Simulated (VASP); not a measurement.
Input:

```
CELL_PARAMETERS angstrom
      0.00000     3.10080     3.10080
      3.10080     0.00000     3.10080
      3.10080     3.10080     0.00000
ATOMIC_POSITIONS crystal
  Sr 0.00000 0.00000 0.00000
```

All values below come from PBE GGA, VASP's PBE PAW potentials (set 64) (plane waves; VASP). Numerical set-up: 400 eV cut-off, 6×6×6 Monkhorst-Pack mesh, first-order Methfessel-Paxton smearing of 0.10 eV, potentials Sr_sv.

**Question.** What does the run give for the energy per atom (σ→0)?

**Answer.** 
```
Item                           Result
---------------------  --------------
energy per atom (σ→0)  -1.621 eV/atom
```

Total energies compare only between runs with the same potentials, cut-off and functional.

The compound is Sr in the fcc structure. The cell was not relaxed at this level. The run is one of a series of settings (KPOINTS 6×6×6 Monkhorst-Pack mesh against the base run), some of them coarse on purpose.
